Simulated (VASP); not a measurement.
Consider the following.

```
HfB2
1.0
    1.55958    -2.70127     0.00000
    1.55958     2.70127     0.00000
    0.00000     0.00000     3.45840
Hf B
1 2
Direct
  0.00000   0.00000   0.00000
  0.33333   0.66667   0.50000
  0.66667   0.33333   0.50000
```

Method: PBE GGA with D3 dispersion (Becke-Johnson damping), VASP's PBE PAW potentials (set 64) (plane waves; VASP). Run with 520 eV cut-off, Gaussian smearing of 0.050 eV, potentials Hf_pv B.

Unless said otherwise, spin-orbit coupling is left out, though it shifts the bands of the heavy elements here.

Task: Estimate the band gap (along the path) with the smallest direct gap where there is one.

Result: 
```
Property                                                      Value
-------------------------  ----------------------------------------
band gap (along the path)  none (metal, semimetal or under 0.01 eV)
```

The absolute energy has meaning only against runs of the same code, potentials and settings.

The compound is HfB2 in the AlB2 type structure. It was relaxed first.
